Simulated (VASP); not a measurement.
CdSe (zinc blende): the mBJ gap over mesh and path against the volume, with the cell scaled uniformly; LDA's own equilibrium is at 27.155 Å³/atom. VASP (PAW), 400 eV cut-off, 9×9×9 Γ-centred mesh, Gaussian smearing of 0.050 eV, potentials Cd Se. mBJ is a potential without an energy functional, so only the levels count. Fit the value as a straight line in ln V.

```
V (Å³/atom)  mBJ gap over mesh and path (eV)
-----------  -------------------------------
24.711                                 2.199
25.525                                 2.143
26.34                                  2.087
27.155                                 2.031
27.969                                 1.974
28.784                                 1.917
```

Task: Fit the rows as the text says and predict the value at 23.896.

Result: The slope against ln V is -1.85 eV, the volume deformation potential of this gap. The line misses the rows by up to 0.003 and gives 2.264 at 23.896. The run gave 2.255, -0.009 from the line.

Left out are failed runs and those whose mesh is unfit for this quantity.

The compound is CdSe in the zinc blende structure, whereas wurtzite is the usual form.
